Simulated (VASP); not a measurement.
Consider the following.

```
CELL_PARAMETERS angstrom
      0.00000     2.91000     2.91000
      2.91000     0.00000     2.91000
      2.91000     2.91000     0.00000
ATOMIC_POSITIONS crystal
  Cd 0.00000 0.00000 0.00000
  S  0.25000 0.25000 0.25000
```

These are PBE GGA, VASP's PBE PAW potentials (set 64) (plane waves; VASP 6.6.1) values and carry that method's errors. Numerical set-up: LASPH = .FALSE., 400 eV cut-off, 7×7×7 Γ-centred mesh, Gaussian smearing of 0.050 eV, potentials Cd S.

Q: Give the stress tensor in GPa (positive for a compressed cell).

A: 
```
3.26  0.00  0.00
0.00  3.26  0.00
0.00  0.00  3.26
```
The pressure is its mean diagonal, 3.26 GPa.

The compound is CdS in the zinc blende structure, a metastable form; wurtzite is the usual one. The cell was not relaxed at this level. The run is one of a series of settings (LASPH = .FALSE. against the base run), some of them coarse on purpose.
